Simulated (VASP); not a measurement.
Input:

```
WS2
1.0
    1.48784    -2.57702     0.00000
    1.48784     2.57702     0.00000
    0.00000     0.00000    10.83641
W S
2 4
Direct
  0.33333   0.66667   0.25000
  0.66667   0.33333   0.75000
  0.33333   0.66667   0.89661
  0.66667   0.33333   0.39661
  0.66667   0.33333   0.10339
  0.33333   0.66667   0.60339
```

Method: PBEsol GGA, VASP's PBE PAW potentials (set 64) (plane waves; VASP 6.6.1). Settings: 500 eV cut-off, 9×9×2 Γ-centred mesh, Gaussian smearing of 0.050 eV, potentials W_sv S.

Energy and stress use the plane-wave basis of the starting cell. Without a dispersion term in the relaxation, distances and binding between the weakly bound layers, chains or molecules are unreliable, and so is what depends on them.

### Question
The ions, cell shape and volume at an external pressure of 45.0 GPa are relaxed. Predict the relaxed structure.

### Answer

```
WS2
1.0
    1.45821    -2.52569     0.00000
    1.45821     2.52569     0.00000
    0.00000     0.00000    10.59603
W S
2 4
Direct
  0.33333   0.66667   0.25000
  0.66667   0.33333   0.75000
  0.33333   0.66667   0.90054
  0.66667   0.33333   0.40054
  0.66667   0.33333   0.09946
  0.33333   0.66667   0.59946
```
Space group P6_3/mmc (194), at a tolerance of 0.03 Å.

### Question
How do energy and volume change from the first to the last step?

### Answer
The energy (σ→0) changes by +194.4 meV/atom and the volume by -6.1 %, in 10 ionic steps.

The compound is WS2 in the 2H layered structure. This run relaxes it under an external pressure of 45 GPa. Symmetry was kept, so distortions that lower it aren't found.
